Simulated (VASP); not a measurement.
Set up this calculation in VASP 6.6.1, as the native input.

```yaml
Task: single point
Functional: LDA
Potentials_or_basis: VASP PAW LDA potentials, release 64 (Li_sv, Tc_pv, O)
Cutoff: 520 eV
k_mesh: 3 × 3 × 3
Occupations: methfessel-paxton, width 0.05 eV
Spin: no spin polarisation
Dipole_correction: no
Further_INCAR_settings: ALGO = Fast; EDIFF = 1e-07; NBANDS = 25
```

The structure of LiTcO3 lies in POSCAR:

```
LiTcO3
1.0
    3.8539000000      0.0000000000      0.0000000000
    0.0000000000      3.8539000000      0.0000000000
    0.0000000000      0.0000000000      3.8539000000
Li Tc O
1 1 3
Direct
    0.0000000000      0.0000000000      0.0000000000
    0.5000000000      0.5000000000      0.5000000000
    0.5000000000      0.5000000000      0.0000000000
    0.5000000000      0.0000000000      0.5000000000
    0.0000000000      0.5000000000      0.5000000000
```

The cell comes from a database or a generator and needn't be the stable form of this composition.

The input as run:

INCAR

```
SYSTEM = LiTcO3
ALGO = Fast
EDIFF = 1E-7
ENCUT = 520
ISIF = 2
ISMEAR = 1
LASPH = .TRUE.
LCHARG = .TRUE.
LELF = .TRUE.
LREAL = .FALSE.
LVHAR = .TRUE.
LWAVE = .FALSE.
NBANDS = 25
NELM = 100
PREC = Accurate
SIGMA = 0.05
```

KPOINTS

```
k-points
0
G
  3 3 3
  0 0 0
```

Potentials or basis: VASP PAW LDA potentials, release 64 (Li_sv, Tc_pv, O).

Command:

```sh
$ cat potpaw_LDA.64/Li_sv/POTCAR potpaw_LDA.64/Tc_pv/POTCAR potpaw_LDA.64/O/POTCAR > POTCAR
$ mpirun -np 1 vasp_std > vasp.out
```

Results of the run:

* Band gap on the k mesh: none (metal or under the smearing width)

Caveat: the k mesh is coarse (spacing up to 0.54 Å⁻¹), so the values aren't converged.

Run time: 7.3 s on 1 thread of AMD EPYC 9R45 (Zen 5), on a shared host, peak memory 0.11 GiB.
